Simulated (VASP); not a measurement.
# A point defect in Gallium, part 2 of 3

Aim: the formation energy and local structure of a point defect in Gallium. The start is a cell from a database of measured crystal structures.

VASP 6.6.1, plane waves and PAW; the level of theory is named at each step.

So far. Step 2 (The host at zero pressure): The run ended after 9 ionic steps, 0.022 eV below its first step, once forces and stress met EDIFFG = -0.02.

## Step 3: The supercell without the defect

Level of this step: SCAN; plane waves and PAW (Ga) (VASP).

System of this step: Gallium. Symmetry: Cmce, No. 64, orthorhombic system. Conventional cell: a = 4.412 Å, b = 7.594 Å, c = 4.551 Å, α = 90.00°, β = 90.00°, γ = 90.00°. Ga has 7 Ga at 2.48 to 2.75 Å nearest.

The same cell, mesh and cutoff without the defect give the energy to subtract and, in a gapped host, the band edges to count from, so that most errors cancel.

The input, INCAR:

```
SYSTEM = Ga
PREC = Normal
ENCUT = 300
EDIFF = 1E-05
NELM = 120
ISMEAR = 1
SIGMA = 0.2
LREAL = Auto
ALGO = Normal
METAGGA = SCAN
LASPH = .TRUE.
NBANDS = 72
LORBIT = 11
LWAVE = .FALSE.
LCHARG = .FALSE.
KPAR = 4
```

The input, POSCAR:

```
Ga
1.0
    0.0000000000      7.5938802296      4.5508431158
    0.0000000000     -7.5938802296      4.5508431158
    8.8236014028      0.0000000000     -9.1016862316
Ga
32
Direct
    0.5350385936      0.3797956489      0.2500000000
    0.0350385936      0.8797956488      0.2500000000
    0.0350385936      0.3797956488      0.5000000000
    0.5350385936      0.8797956488      0.5000000000
    0.5350385936      0.3797956489      0.7500000000
    0.0350385936      0.8797956488      0.7500000000
    0.0350385935      0.3797956488      0.0000000000
    0.5350385936      0.8797956488      0.0000000000
    0.8797956489      0.5350385936      0.2500000000
    0.3797956488      0.0350385935      0.2500000000
    0.3797956489      0.5350385936      0.5000000000
    0.8797956489      0.0350385936      0.5000000000
    0.8797956489      0.5350385936      0.7500000000
    0.3797956489      0.0350385936      0.7500000000
    0.3797956489      0.5350385936      0.0000000000
    0.8797956489      0.0350385936      0.0000000000
    0.4649614064      0.6202043512      0.2500000000
    0.9649614065      0.1202043512      0.2500000000
    0.9649614064      0.6202043512      0.5000000000
    0.4649614065      0.1202043512      0.5000000000
    0.4649614064      0.6202043512      0.7500000000
    0.9649614065      0.1202043512      0.7500000000
    0.9649614064      0.6202043512      0.0000000000
    0.4649614065      0.1202043512      0.0000000000
    0.1202043512      0.4649614064      0.2500000000
    0.6202043512      0.9649614064      0.2500000000
    0.6202043512      0.4649614064      0.5000000000
    0.1202043512      0.9649614064      0.5000000000
    0.1202043512      0.4649614064      0.7500000000
    0.6202043512      0.9649614065      0.7500000000
    0.6202043512      0.4649614064      0.0000000000
    0.1202043512      0.9649614064      0.0000000000
```

The input, KPOINTS:

```
Automatic mesh
0
Gamma
6 6 6
0 0 0
```

PAW data sets: Ga (PBE family, release 64).

Run with:

```sh
mpirun -np 4 vasp_std
```

Log:

```text
[banner, memory and clock lines left out]
running    4 mpi-ranks, on    1 nodes
 distrk:  each k-point on    1 cores,    4 groups
 distr:  one band on    1 cores,    1 groups

 POSCAR found type information on POSCAR Ga
 POSCAR found :  1 types and      32 ions
 [... a notice as in an earlier step ...]

 LDA part: xc-table for (None), standard interpolation
 POSCAR, INCAR and KPOINTS ok, starting setup
 FFT: planning ... GRIDC
 FFT: planning ... GRID_SOFT
 FFT: planning ... GRID
 WAVECAR not read
 entering main loop
       N       E                     dE             d eps       ncg     rms          rms(c)
DAV:   1    -0.197425406160E+03   -0.19743E+03   -0.25128E+04  7488   0.727E+02
DAV:   2    -0.499202044955E+03   -0.30178E+03   -0.28329E+03  8704   0.132E+02
DAV:   3    -0.521286089091E+03   -0.22084E+02   -0.21273E+02  9408   0.347E+01
DAV:   4    -0.521709633718E+03   -0.42354E+00   -0.41877E+00  9120   0.490E+00
DAV:   5    -0.521716531900E+03   -0.68982E-02   -0.68819E-02  9104   0.511E-01    0.131E+01
DAV:   6    -0.523729381048E+03   -0.20128E+01   -0.27843E+00  8336   0.540E+00    0.909E+00
DAV:   7    -0.523030488003E+03    0.69889E+00   -0.29890E+00  7976   0.676E+00    0.280E+00
DAV:   8    -0.522962629701E+03    0.67858E-01   -0.20832E-01  8488   0.182E+00    0.328E-01
DAV:   9    -0.522965600116E+03   -0.29704E-02   -0.11676E-02  8920   0.409E-01    0.255E-01
DAV:  10    -0.522966672128E+03   -0.10720E-02   -0.41111E-03  8336   0.276E-01    0.298E-02
DAV:  11    -0.522966675948E+03   -0.38195E-05   -0.24071E-04  8992   0.494E-02    0.145E-02
DAV:  12    -0.522966688241E+03   -0.12293E-04   -0.55851E-05  8456   0.267E-02    0.511E-03
DAV:  13    -0.522966689392E+03   -0.11513E-05   -0.57148E-06  4864   0.804E-03
   1 F= -.52296669E+03 E0= -.52296986E+03  d E =0.950093E-02
```

Wall time 13 min (4 MPI ranks of AMD EPYC 7R13 (Zen 3), shared host); peak memory 2.8 GiB; 45 min of CPU time.

From OUTCAR (step 3):

```text
  LATTYP: Found a base centered orthorhombic cell.
 ALAT       =     9.1016862316
 B/A-ratio  =     1.6686754600
 C/A-ratio  =     0.9694468891

 Found     52 irreducible k-points:

   k-points           NKPTS =     52   k-points in BZ     NKDIM =     52   number of bands    NBANDS=     72

   dimension x,y,z NGX =    40 NGY =   40 NGZ =   54
   dimension x,y,z NGXF=    80 NGYF=   80 NGZF=  108

   ENCUT  =  300.0 eV  22.05 Ry    4.70 a.u.  12.50 12.50 17.90*2*pi/ulx,y,z

   NELECT =      96.0000    total number of electrons

 E-fermi :   2.2671

 k-point     1 :       0.0000    0.0000    0.0000
  band No.  band energies     occupation
    ...
     48       2.1354      1.88902
     49       2.2062      1.49006
     50       2.2062      1.49006
     51       2.2062      1.49004
     52       2.2062      1.49004
     53       2.3803      0.19173
     54       2.3803      0.19159
     55       2.8147     -0.00075
     56       2.8147     -0.00075
     57       2.8147     -0.00075
    ...

 k-point     2 :       0.1667    0.0000    0.0000
  band No.  band energies     occupation
    ...
     44       1.3338      2.00000
     45       1.5607      2.00001
     46       1.6834      2.00029
     47       1.8931      2.02379
     48       2.0891      2.01928
     49       2.3804      0.19084
     50       2.5655     -0.05601
     51       2.5958     -0.04211
     52       2.6254     -0.02952
     53       2.6658     -0.01632
    ...

  Total        2.7290441      0.6105150     -1.6315162      0.0000000      0.0000000      0.0000000
  in kB        7.1695130      1.6038931     -4.2861809      0.0000000      0.0000000      0.0000000
  external PRESSURE =       1.4957417 kB  Pullay stress =       0.0000000 kB

  energy-cutoff  :      300.00
  volume of cell :      609.86
      direct lattice vectors                 reciprocal lattice vectors
     0.000000000  7.593880230  4.550843116     0.113332409  0.065842492  0.109869751
     0.000000000 -7.593880230  4.550843116     0.113332409 -0.065842492  0.109869751
     8.823601403  0.000000000 -9.101686232     0.113332409  0.000000000  0.000000000

 POSITION                                       TOTAL-FORCE (eV/Angst)
 -----------------------------------------------------------------------------------
      2.20590      1.17890      1.88785         0.000000      0.050490     -0.007434
      2.20590     -6.41498      1.88785         0.000000      0.050490     -0.007434
      4.41180     -2.61804     -2.66300         0.000000      0.050490     -0.007434
      4.41180     -2.61804      1.88785        -0.000000      0.050490     -0.007434
      6.61770      1.17890     -2.66300        -0.000000      0.050490     -0.007434
      6.61770     -6.41498     -2.66300         0.000000      0.050490     -0.007434
      0.00000     -2.61804      1.88785         0.000000      0.050490     -0.007434
      0.00000     -2.61804      6.43869        -0.000000      0.050490     -0.007434
      2.20590      2.61804      4.16327         0.000000     -0.050490     -0.007434
      2.20590      2.61804     -0.38758         0.000000     -0.050490     -0.007434
      4.41180     -1.17890     -0.38758        -0.000000     -0.050490     -0.007434
      4.41180      6.41498     -0.38758         0.000000     -0.050490     -0.007434
      6.61770      2.61804     -0.38758        -0.000000     -0.050490     -0.007434
      6.61770      2.61804     -4.93842        -0.000000     -0.050490     -0.007434
      0.00000     -1.17890      4.16327         0.000000     -0.050490     -0.007434
      0.00000      6.41498      4.16327         0.000000     -0.050490     -0.007434
      2.20590     -1.17890      2.66300        -0.000000     -0.050490      0.007434
      2.20590      6.41498      2.66300        -0.000000     -0.050490      0.007434
      4.41180      2.61804      2.66300        -0.000000     -0.050490      0.007434
      4.41180      2.61804     -1.88785         0.000000     -0.050490      0.007434
      6.61770     -1.17890     -1.88785         0.000000     -0.050490      0.007434
      6.61770      6.41498     -1.88785         0.000000     -0.050490      0.007434
      0.00000      2.61804      7.21384        -0.000000     -0.050490      0.007434
      0.00000      2.61804      2.66300         0.000000     -0.050490      0.007434
      2.20590     -2.61804      0.38758        -0.000000      0.050490      0.007434
      2.20590     -2.61804      4.93842         0.000000      0.050490      0.007434
      4.41180      1.17890      0.38758        -0.000000      0.050490      0.007434
      4.41180     -6.41498      0.38758        -0.000000      0.050490      0.007434
      6.61770     -2.61804     -4.16327        -0.000000      0.050490      0.007434
      6.61770     -2.61804      0.38758         0.000000      0.050490      0.007434
      0.00000      1.17890      4.93842         0.000000      0.050490      0.007434
      0.00000     -6.41498      4.93842        -0.000000      0.050490      0.007434
 -----------------------------------------------------------------------------------
    total drift:                                0.000000      0.000000     -0.000000

  FREE ENERGIE OF THE ION-ELECTRON SYSTEM (eV)
  ---------------------------------------------------
  free  energy   TOTEN  =      -522.9666893924 eV

  energy  without entropy=     -522.9761903210  energy(sigma->0) =     -522.96985637

 total charge
# of ion       s       p       d       tot
------------------------------------------
    1        1.174   1.116   0.089   2.379
    2        1.174   1.116   0.089   2.379
    3        1.174   1.116   0.089   2.379
    4        1.174   1.116   0.089   2.379
    5        1.174   1.116   0.089   2.379
    6        1.174   1.116   0.089   2.379
    7        1.174   1.116   0.089   2.379
    8        1.174   1.116   0.089   2.379
    9        1.174   1.116   0.089   2.379
   10        1.174   1.116   0.089   2.379
   11        1.174   1.116   0.089   2.379
   12        1.174   1.116   0.089   2.379
   13        1.174   1.116   0.089   2.379
   14        1.174   1.116   0.089   2.379
   15        1.174   1.116   0.089   2.379
   16        1.174   1.116   0.089   2.379
   17        1.174   1.116   0.089   2.379
   18        1.174   1.116   0.089   2.379
   19        1.174   1.116   0.089   2.379
   20        1.174   1.116   0.089   2.379
   21        1.174   1.116   0.089   2.379
   22        1.174   1.116   0.089   2.379
   23        1.174   1.116   0.089   2.379
   24        1.174   1.116   0.089   2.379
   25        1.174   1.116   0.089   2.379
   26        1.174   1.116   0.089   2.379
   27        1.174   1.116   0.089   2.379
   28        1.174   1.116   0.089   2.379
   29        1.174   1.116   0.089   2.379
   30        1.174   1.116   0.089   2.379
   31        1.174   1.116   0.089   2.379
   32        1.174   1.116   0.089   2.379
--------------------------------------------------
tot         37.570  35.700   2.850  76.120

[... 2 parts as in an earlier step ...]

[... 7 further parts left out ...]
```

This step gave:

```yaml
electronic_cycles: 13
electrons: 96
free_energy_toten: -522.9667 eV
energy_at_zero_smearing: -522.9699 eV
fermi_energy: 2.267 eV
```

Force (size) by element, in eV/Å:

```tsv
element	atoms	mean	spread (r.m.s.)	least	largest
Ga	32	0.0510	0.0000	0.0510	0.0510
```

The atoms with the largest values:

```tsv
atom	x, y, z (Å)	force (eV/Å)
Ga1	2.21, 1.18, 1.89	0.0000, 0.0505, -0.0074
Ga2	2.21, -6.41, 1.89	0.0000, 0.0505, -0.0074
Ga3	4.41, -2.62, -2.66	0.0000, 0.0505, -0.0074
Ga4	4.41, -2.62, 1.89	0.0000, 0.0505, -0.0074
Ga5	6.62, 1.18, -2.66	0.0000, 0.0505, -0.0074
Ga6	6.62, -6.41, -2.66	0.0000, 0.0505, -0.0074
Ga7	0.00, -2.62, 1.89	0.0000, 0.0505, -0.0074
Ga8	0.00, -2.62, 6.44	0.0000, 0.0505, -0.0074
```

The host is treated as a metal, as its relaxation found a gap under 0.3 eV or none, and only the neutral defect is run.

## Step 4: Relaxing the atoms

This step: SCAN; plane waves and PAW (H) (VASP 6.6.1).

System of this step: H2. The cell holds 2 atoms: 2 H. Its edges and angles: a = 11.000 Å, b = 11.500 Å, c = 13.000 Å, α = 90.0°, β = 90.0°, γ = 90.0°. Vacuum lies along a, b and c.

The reference for H is the H2 molecule, relaxed in a box at the cutoff of the large cell.

The input, INCAR:

```
SYSTEM = H
PREC = Normal
ENCUT = 300
EDIFF = 1E-05
NELM = 120
ISMEAR = 0
SIGMA = 0.01
LREAL = Auto
ALGO = Normal
METAGGA = SCAN
LASPH = .TRUE.
NBANDS = 7
LORBIT = 11
LWAVE = .FALSE.
LCHARG = .FALSE.
NCORE = 4
IBRION = 2
NSW = 20
ISIF = 2
EDIFFG = -0.03
POTIM = 0.4
MAXMIX = 40
ISYM = 0
```

The input, POSCAR:

```
H
1.0
   11.0000000000      0.0000000000      0.0000000000
    0.0000000000     11.5000000000      0.0000000000
    0.0000000000      0.0000000000     13.0000000000
H
2
Direct
    0.5000000000      0.5000000000      0.4715384600
    0.5000000000      0.5000000000      0.5284615400
```

The input, KPOINTS:

```
Automatic mesh
0
Gamma
1 1 1
0 0 0
```

Potentials, in the order of the species: H (PBE family, release 64).

Run with:

```sh
mpirun -np 4 vasp_gam
```

Log:

```text
[banner, memory and clock lines left out]
running    4 mpi-ranks, on    1 nodes
 distrk:  each k-point on    4 cores,    1 groups
 distr:  one band on    4 cores,    1 groups

 POSCAR found type information on POSCAR H
 POSCAR found :  1 types and       2 ions
|                                                                             |
|               ----> ADVICE to this user running VASP <----                  |
|                                                                             |
|     You have a (more or less) 'small supercell' and for smaller cells       |
|     it is recommended to use the reciprocal-space projection scheme!        |
|     The real-space optimization is not efficient for small cells and it     |
|     is also less accurate ...                                               |
|     Therefore, set LREAL=.FALSE. in the INCAR file.                         |
|                                                                             |

 [... a notice as in an earlier step ...]

 LDA part: xc-table for (None), standard interpolation
 POSCAR, INCAR and KPOINTS ok, starting setup
 FFT: planning ... GRIDC
 FFT: planning ... GRID_SOFT
 FFT: planning ... GRID
 WAVECAR not read
 entering main loop
       N       E                     dE             d eps       ncg     rms          rms(c)
DAV:   1    -0.321894627387E+01   -0.32189E+01   -0.48230E+02    21   0.948E+01
DAV:   2    -0.761646446241E+01   -0.43975E+01   -0.43975E+01    21   0.275E+01
DAV:   3    -0.762823725229E+01   -0.11773E-01   -0.11773E-01    28   0.193E+00
DAV:   4    -0.762823809106E+01   -0.83877E-06   -0.83877E-06    14   0.166E-02
DAV:   5    -0.762823809413E+01   -0.30687E-08   -0.30687E-08    14   0.109E-03    0.443E+00
DAV:   6    -0.695905712550E+01    0.66918E+00   -0.24152E-01    21   0.154E+00    0.246E+00
DAV:   7    -0.685138635392E+01    0.10767E+00   -0.27448E-01    21   0.207E+00    0.261E-01
DAV:   8    -0.685559747059E+01   -0.42111E-02   -0.13890E-02    14   0.630E-01    0.107E-01
DAV:   9    -0.685860531438E+01   -0.30078E-02   -0.54310E-04    14   0.118E-01    0.449E-02
DAV:  10    -0.686094891148E+01   -0.23436E-02   -0.30013E-03    14   0.234E-01    0.155E-02
DAV:  11    -0.686034698613E+01    0.60193E-03   -0.72735E-05    28   0.534E-02    0.833E-03
DAV:  12    -0.686060053125E+01   -0.25355E-03   -0.25918E-04    14   0.927E-02    0.654E-03
DAV:  13    -0.686078399471E+01   -0.18346E-03   -0.27179E-05    14   0.405E-02    0.306E-03
DAV:  14    -0.686064536624E+01    0.13863E-03   -0.41049E-05    14   0.389E-02    0.304E-03
DAV:  15    -0.686071807212E+01   -0.72706E-04   -0.25792E-05    14   0.376E-02    0.302E-03
DAV:  16    -0.686073955347E+01   -0.21481E-04   -0.70028E-06    14   0.210E-02    0.983E-04
DAV:  17    -0.686076173255E+01   -0.22179E-04   -0.16893E-06    14   0.112E-02    0.796E-04
DAV:  18    -0.686079659198E+01   -0.34859E-04   -0.30876E-06    21   0.141E-02    0.361E-04
DAV:  19    -0.686080888846E+01   -0.12296E-04   -0.67237E-07    14   0.748E-03    0.348E-04
DAV:  20    -0.686078318527E+01    0.25703E-04   -0.85809E-07    14   0.827E-03    0.167E-04
DAV:  21    -0.686079011497E+01   -0.69297E-05   -0.40363E-07    14   0.573E-03
   1 F= -.68607901E+01 E0= -.68607901E+01  d E =-.686079E+01
 curvature:   0.00 expect dE= 0.000E+00 dE for cont linesearch  0.000E+00
 trial: gam= 0.00000 g(F)=  0.359E-03 g(S)=  0.000E+00 ort = 0.000E+00 (trialstep = 0.100E+01)
 search vector abs. value=  0.359E-03
 bond charge predicted
       N       E                     dE             d eps       ncg     rms          rms(c)
DAV:   1    -0.686109876978E+01   -0.31558E-03   -0.82138E-03    14   0.497E-01    0.421E-02
DAV:   2    -0.686077191894E+01    0.32685E-03   -0.12324E-04    14   0.617E-02    0.757E-03
DAV:   3    -0.686068884242E+01    0.83077E-04   -0.15090E-05    14   0.290E-02    0.216E-03
DAV:   4    -0.686074043727E+01   -0.51595E-04   -0.15145E-05    14   0.290E-02    0.755E-04
DAV:   5    -0.686072431348E+01    0.16124E-04   -0.10732E-06    14   0.976E-03    0.530E-04
DAV:   6    -0.686069893786E+01    0.25376E-04   -0.21026E-06    14   0.124E-02    0.161E-04
DAV:   7    -0.686070675502E+01   -0.78172E-05   -0.27021E-07    14   0.511E-03
   2 F= -.68607068E+01 E0= -.68607068E+01  d E =0.833599E-04
 trial-energy change:    0.000083  1 .order    0.000126   -0.000359    0.000611
 step:   0.4349(harm=  0.3701)  dis= 0.00114  next Energy=    -6.860872 (dE=-0.815E-04)
 bond charge predicted
       N       E                     dE             d eps       ncg     rms          rms(c)
DAV:   1    -0.686083488932E+01   -0.13595E-03   -0.26170E-03    14   0.279E-01    0.238E-02
DAV:   2    -0.686090265877E+01   -0.67769E-04   -0.40858E-05    14   0.385E-02    0.410E-04
DAV:   3    -0.686090382500E+01   -0.11662E-05   -0.16529E-06    14   0.113E-02
   3 F= -.68609038E+01 E0= -.68609038E+01  d E =-.113710E-03
 curvature:  -0.18 expect dE=-0.230E-05 dE for cont linesearch -0.227E-05
 trial: gam= 0.00000 g(F)=  0.126E-04 g(S)=  0.000E+00 ort =-0.667E-04 (trialstep = 0.887E+00)
 search vector abs. value=  0.126E-04
 reached required accuracy - stopping structural energy minimisation
```

The job ended after 21 s (4 MPI ranks; peak memory 0.59 GiB).

OUTCAR, selected parts (step 4):

```text
 Found      1 irreducible k-points:

   k-points           NKPTS =      1   k-points in BZ     NKDIM =      1   number of bands    NBANDS=      7

   dimension x,y,z NGX =    48 NGY =   50 NGZ =   56
   dimension x,y,z NGXF=    96 NGYF=  100 NGZF=  112

   ENCUT  =  300.0 eV  22.05 Ry    4.70 a.u.  15.53 16.24 18.36*2*pi/ulx,y,z

   NELECT =       2.0000    total number of electrons

 E-fermi : -10.6958

 k-point     1 :       0.0000    0.0000    0.0000
  band No.  band energies     occupation
      1     -10.7667      2.00000
      2       0.0499      0.00000
      3       0.7534      0.00000
      4       0.9419      0.00000
      5       1.1267      0.00000
      6       1.1798      0.00000
    ...

  Total       -0.3452750     -0.3463599     -0.3500498      0.0000226      0.0000573      0.0001191
  in kB       -0.3363890     -0.3374460     -0.3410410      0.0000220      0.0000558      0.0001160
  external PRESSURE =      -0.3382920 kB  Pullay stress =       0.0000000 kB

  energy-cutoff  :      300.00
  volume of cell :     1644.50
      direct lattice vectors                 reciprocal lattice vectors
    11.000000000  0.000000000  0.000000000     0.090909091  0.000000000  0.000000000
     0.000000000 11.500000000  0.000000000     0.000000000  0.086956522  0.000000000
     0.000000000  0.000000000 13.000000000     0.000000000  0.000000000  0.076923077

 POSITION                                       TOTAL-FORCE (eV/Angst)
 -----------------------------------------------------------------------------------
      5.50002      5.75001      6.12886         0.000986      0.000731      0.012693
      5.49998      5.74999      6.87114        -0.000986     -0.000731     -0.012693
 -----------------------------------------------------------------------------------
    total drift:                                0.000024     -0.000059     -0.000018

  FREE ENERGIE OF THE ION-ELECTRON SYSTEM (eV)
  ---------------------------------------------------
  free  energy   TOTEN  =        -6.8609038250 eV

  energy  without entropy=       -6.8609038250  energy(sigma->0) =       -6.86090382

 total charge
# of ion       s       p       d       tot
------------------------------------------
    1        0.620   0.030   0.000   0.650
    2        0.620   0.030   0.000   0.650
--------------------------------------------------
tot          1.240   0.060   0.000   1.301

[... 1 part as in an earlier step ...]

[... 3 further parts left out ...]
```

CONTCAR:

```
H
   1.00000000000000
    11.0000000000000000    0.0000000000000000    0.0000000000000000
     0.0000000000000000   11.5000000000000000    0.0000000000000000
     0.0000000000000000    0.0000000000000000   13.0000000000000000
  H
     2
Direct
     0.5000014389111446    0.5000011033772395    0.4714504620050889
     0.4999985610888555    0.4999988966227604    0.5285495379949111
```

Hardly anything moved in the relaxation; the energy changed by under 0.2 meV an atom.

This step gave:

- electronic cycles: 31
- electrons: 2
- free energy (TOTEN): -6.861 eV
- gap between the highest filled and lowest empty level: 10.82 eV

The run ended after 3 ionic steps, 0.000 eV below its first step, once the forces on the free atoms met EDIFFG = -0.03.

Energy at zero smearing: -6.86090 eV.

[end of part 2 of 3]

[Lines on the potential files, build, host, timing and source positions are cut from VASP's logs without a mark.]

[Logs are printed without paths, hosts, clocks, repeated set-up lines and the standing remarks that a program may print on its own settings, such as how far it seeks lower states.]

[Hosts, paths, dates, database ids (printed as entryN), source tags and the programs' standing remarks are cut or masked in the printed files.]

[In band tables of VASP the shares of atoms and orbitals are scaled to a sum of 1 inside the atoms' spheres.]

[Runs that stopped without an error message from VASP are left out.]
